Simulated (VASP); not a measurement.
Method: PBEsol GGA with spin-orbit coupling, VASP's PBE PAW potentials (set 64) (plane waves; VASP 6.6.1).

VASP ran on this input.

**POSCAR**
```
Lu
1
    0.0000000000     2.3990642641     2.3990642641
    2.3990642641     0.0000000000     2.3990642641
    2.3990642641     2.3990642641     0.0000000000
Lu
1
Direct
  0.0000000000   0.0000000000   0.0000000000
```

**INCAR**
```
SYSTEM = Lu
PREC = Accurate; ENCUT = 400; LREAL = .False.
LASPH = .True.
EDIFF = 1E-6; NELM = 100; ALGO = Normal
LMAXMIX = 6
ISMEAR = 0; SIGMA = 0.05
GGA = PS; GGA_COMPAT = .False.
MAGMOM = 3*0; LSORBIT = .True.
LWAVE = .False.; LCHARG = .False.
```

**KPOINTS**
```
Regular mesh
0
gamma
12 12 12
0 0 0
```

File KPOINTS_OPT:
```
k-points along high-symmetry lines
8
Line-mode
Reciprocal
  0.000000   0.000000   0.000000 ! GAMMA
  0.500000   0.000000   0.500000 ! X

  0.500000   0.000000   0.500000 ! X
  0.625000   0.250000   0.625000 ! U

  0.375000   0.375000   0.750000 ! K
  0.000000   0.000000   0.000000 ! GAMMA

  0.000000   0.000000   0.000000 ! GAMMA
  0.500000   0.500000   0.500000 ! L

  0.500000   0.500000   0.500000 ! L
  0.500000   0.250000   0.750000 ! W

  0.500000   0.250000   0.750000 ! W
  0.500000   0.000000   0.500000 ! X
```

POTCAR, in this order: Lu_3 (PBE.64 set). Program: vasp_ncl.

The run wrote:

### OSZICAR
```
       N       E                     dE             d eps       ncg     rms          rms(c)
DAV:   1     0.202903606541E+02    0.20290E+02   -0.38330E+03  4352   0.109E+03
DAV:   2    -0.438220263933E+01   -0.24673E+02   -0.23782E+02  4064   0.599E+02
DAV:   3    -0.517010423518E+01   -0.78790E+00   -0.78520E+00  3272   0.537E+01
DAV:   4    -0.518851461063E+01   -0.18410E-01   -0.18361E-01  3760   0.498E+00
DAV:   5    -0.518901373560E+01   -0.49912E-03   -0.49909E-03  3256   0.129E+00    0.188E+01
DAV:   6    -0.518150265899E+01    0.75111E-02   -0.17897E-02  4208   0.345E+00    0.111E+01
DAV:   7    -0.518440478454E+01   -0.29021E-02   -0.18442E-02  4320   0.342E+00    0.479E+00
DAV:   8    -0.518572630675E+01   -0.13215E-02   -0.18450E-03  4352   0.103E+00    0.181E-01
DAV:   9    -0.518555525828E+01    0.17105E-03   -0.72770E-04  3912   0.467E-01    0.172E-02
DAV:  10    -0.518555808445E+01   -0.28262E-05   -0.48356E-05  3304   0.831E-02    0.836E-03
DAV:  11    -0.518555651927E+01    0.15652E-05   -0.33740E-06  3808   0.420E-02    0.632E-03
DAV:  12    -0.518555649332E+01    0.25959E-07   -0.15573E-07  1968   0.570E-03
   1 F= -.51855565E+01 E0= -.51846604E+01  d E =-.179216E-02  mag=     0.0000     0.0000     0.0000
       N       E                     dE             ncg
```

File OUTCAR:
```
------------------------ aborting loop because EDIFF is reached ----------------------------------------
  FORCE on cell =-STRESS in cart. coord.  units (eV):
  Direction    XX          YY          ZZ          XY          YZ          ZX
  --------------------------------------------------------------------------------------
  Total       -0.0630569     -0.0630569     -0.0630569      0.0000000     -0.0000000      0.0000000
  in kB       -3.6583714     -3.6583714     -3.6583714      0.0000000     -0.0000000      0.0000000
  external PRESSURE =      -3.6583714 kB  Pullay stress =       0.0000000 kB
  volume of cell :       27.62
      direct lattice vectors                 reciprocal lattice vectors
     0.000000000  2.399064264  2.399064264    -0.208414592  0.208414592  0.208414592
     2.399064264  0.000000000  2.399064264     0.208414592 -0.208414592  0.208414592
     2.399064264  2.399064264  0.000000000     0.208414592  0.208414592 -0.208414592
 POSITION                                       TOTAL-FORCE (eV/Angst)
 -----------------------------------------------------------------------------------
      0.00000      0.00000      0.00000         0.000000      0.000000      0.000000
 -----------------------------------------------------------------------------------
    total drift:                               -0.000000      0.000000     -0.000000
  FREE ENERGIE OF THE ION-ELECTRON SYSTEM (eV)
  ---------------------------------------------------
  free  energy   TOTEN  =        -5.1855564933 eV

  energy  without entropy=       -5.1837643317  energy(sigma->0) =       -5.18466041

 Ion:    1  E_soc:     -0.6914743
```
(Selected blocks of OUTCAR.)

The structure was generated: Lu was put into the fcc type (Fm-3m), which need not be its known phase. It was relaxed first, which changed the volume by -7 %.
